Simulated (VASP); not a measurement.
VASP input:

**POSCAR**
```
TlBr
1
    3.9900000000     0.0000000000     0.0000000000
    0.0000000000     3.9900000000     0.0000000000
    0.0000000000     0.0000000000     3.9900000000
Tl Br
1 1
Direct
  0.0000000000   0.0000000000   0.0000000000
  0.5000000000   0.5000000000   0.5000000000
```

INCAR:
```
EDIFF  =  1E-6
GGA  =  PE
NELM  =  100   ! most electronic steps
SYSTEM  =  TlBr
SIGMA  =  0.05
ISMEAR  =  0
LREAL  =  F
LCHARG  =  F
ALGO  =  VeryFast
LASPH  =  T
LMAXMIX  =  4   ! l cut-off of mixed one-centre charges
LWAVE  =  F
PREC  =  Accurate
ISIF  =  2   ! forces and stress, cell fixed
ENCUT  =  400   ! plane-wave cut-off (eV)
```

### KPOINTS
```
Regular mesh
0
G
  6 6 6
```

POTCAR, in this order: Tl_d Br (PBE.64 set). Program: vasp_std.

Problem. Write an equivalent input for Ansatz.

Solution. One equivalent input (not run):
Ansatz 0.2 input:
```yaml
crystal:
  lattice:
    - [3.9900000, 0.0000000, 0.0000000]
    - [0.0000000, 3.9900000, 0.0000000]
    - [0.0000000, 0.0000000, 3.9900000]
  atoms:
    - { symbol: Tl, position: [0.0000000, 0.0000000, 0.0000000] }
    - { symbol: Br, position: [0.5000000, 0.5000000, 0.5000000] }
kpoints:
  mp_grid: { grid: [6, 6, 6] }
hamiltonian:
  xc: pbe
  pseudopotentials: { kind: paw }
scf:
  occupations: { method: gaussian, width: 0.05 }
  max_iter: 100
output: { forces: true, stress: true, eigenvalues: true }
```
Limits of the translation: each code has its own PAW files, so the cut-off isn't converted (ENCUT is set for VASP's; basis.ecutwfc is left out, and Ansatz then takes the one that its files recommend); Ansatz stops its SCF on the density residual and VASP on the energy change (EDIFF).

The compound is TlBr in the CsCl type structure. The cell was not relaxed at this level. The run is one of a series of settings (ALGO = VeryFast against the base run), some of them coarse on purpose.
